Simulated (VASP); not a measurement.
Given:

```
SrTe
1.0
    0.00000     2.99421     2.99421
    2.99421     0.00000     2.99421
    2.99421     2.99421     0.00000
Sr Te
1 1
Direct
  0.00000   0.00000   0.00000
  0.50000   0.50000   0.50000
```

Level of theory: PBEsol GGA, VASP's PBE PAW potentials (set 64) (plane waves; VASP). Settings: 500 eV cut-off, 8×8×8 Γ-centred mesh, Gaussian smearing of 0.050 eV, potentials Sr_sv Te.

Unless said otherwise, spin-orbit coupling is left out, though it shifts the bands of the heavy elements here.

**Question.** Estimate the energy per atom (σ→0), pressure, band gap (on the k-mesh) with the smallest direct gap where there is one.

**Answer.** 
```
Item                                         Result
-----------------------------------  --------------
band gap (on the k-mesh)                    0.42 eV
smallest direct gap (on the k-mesh)         1.38 eV
energy per atom (σ→0)                -3.968 eV/atom
pressure                                  19.90 GPa
```

The absolute energy has meaning only against runs of the same code, potentials and settings.

The structure was generated: SrTe was put into the rock salt type (Fm-3m), which need not be its known phase. It was relaxed first under an external pressure of 20 GPa.
